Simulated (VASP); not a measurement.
**HWCl6: relaxation of cell and atoms with PBE**

Crystal: HWCl6.

```xyz
8
Lattice="0.0000 5.0870 5.0870 5.0870 0.0000 5.0870 5.0870 5.0870 0.0000" Properties=species:S:1:pos:R:3 pbc="T T T"
H     0.0000    0.0000    0.0000
W     5.0870    5.0870    5.0870
Cl    2.4030    5.0870    5.0870
Cl    7.7710    5.0870    5.0870
Cl    5.0870    2.4030    5.0870
Cl    5.0870    7.7710    5.0870
Cl    5.0870    5.0870    2.4030
Cl    5.0870    5.0870    7.7710
```

The cell was built by a generator and needn't be a form met in nature.

```yaml
Program: VASP 6.6.1
Task: relaxation of cell and atoms
Functional: PBE
Potentials_or_basis: VASP PAW PBE potentials, release 64 (H, W_sv, Cl)
Cutoff: 520 eV
k_mesh: 3 × 3 × 3
Occupations: gaussian, width 0.15 eV
Spin: no spin polarisation
Further_INCAR_settings: PREC = Normal; ALGO = Fast; EDIFF = 0.0001; IBRION = 2; EDIFFG = -0.08; NSW = 24; ISIF = 3
```

```json
{"Relaxed volume": "29.76 Å³/atom", "Relaxed cell": "a = 6.957 Å, b = 6.957 Å, c = 6.957 Å, α = 60.00°, β = 60.00°, γ = 60.00°", "Space group after relaxing (to 0.05 Å)": "Fm-3m (No. 225)", "Energy gained by relaxing": "525.8 meV/atom", "Ionic steps": "11", "Pressure after relaxing": "-0.1 GPa", "Largest force after relaxing": "0.039 eV/Å", "Band gap on the k mesh": "none (metal or under the smearing width)"}
```

Forces in eV/Å, atoms in the order of the input:
```
H    0.000  0.000  0.000
W    0.000  0.000  0.000
Cl   0.039  0.000  0.000
Cl  -0.039  0.000  0.000
Cl   0.000  0.039  0.000
Cl   0.000 -0.039  0.000
Cl   0.000  0.000  0.039
Cl   0.000  0.000 -0.039
```

Step by step:
```tsv
step	energy change (eV)	largest force (eV/Å)	pressure (GPa)	volume (Å³)
1	0.0000	2.7382	-9.40	263.27
2	-3.9118	0.2521	2.30	196.34
3	-3.9270	0.5159	1.16	199.18
4	-4.0213	0.2622	1.19	203.44
5	-4.1114	0.1878	1.73	211.57
6	-4.1594	0.3160	-0.44	222.33
7	-4.1605	0.2846	-0.33	221.04
8	-4.1603	0.2408	-0.12	220.21
9	-4.1755	0.2022	0.09	223.43
10	-4.2018	0.0885	-0.06	233.28
11	-4.2062	0.0394	-0.07	238.08
```

Final structure:
```
CELL_PARAMETERS angstrom
0.00000 4.91927 4.91927
4.91927 0.00000 4.91927
4.91927 4.91927 0.00000
ATOMIC_POSITIONS crystal
H 0.00000 0.00000 0.00000
W 0.50000 0.50000 0.50000
Cl 0.73541 0.26459 0.26459
Cl 0.26459 0.73541 0.73541
Cl 0.26459 0.73541 0.26459
Cl 0.73541 0.26459 0.73541
Cl 0.26459 0.26459 0.73541
Cl 0.73541 0.73541 0.26459
```

Levels at points of the mesh, in eV from the Fermi level:
```csv
k point,band 26,band 27,band 28,band 29,band 30,band 31
"(0.00, 0.00, 0.00)",-1.53,-1.53,-1.53,-0.22,0.12,0.12
```

Run time: 2.8 min on 1 thread of Intel(R) Xeon(R) Platinum 8488C (Sapphire Rapids) (shared host), peak memory 0.27 GiB.

Caveat: an odd number of electrons without spin polarisation forces a metal; a magnetic or distorted state may lie lower; the relaxation stopped at a loose force limit of 0.08 eV/Å, so its end isn't a converged minimum. The run has no spin-orbit coupling, so splittings on W are missing.
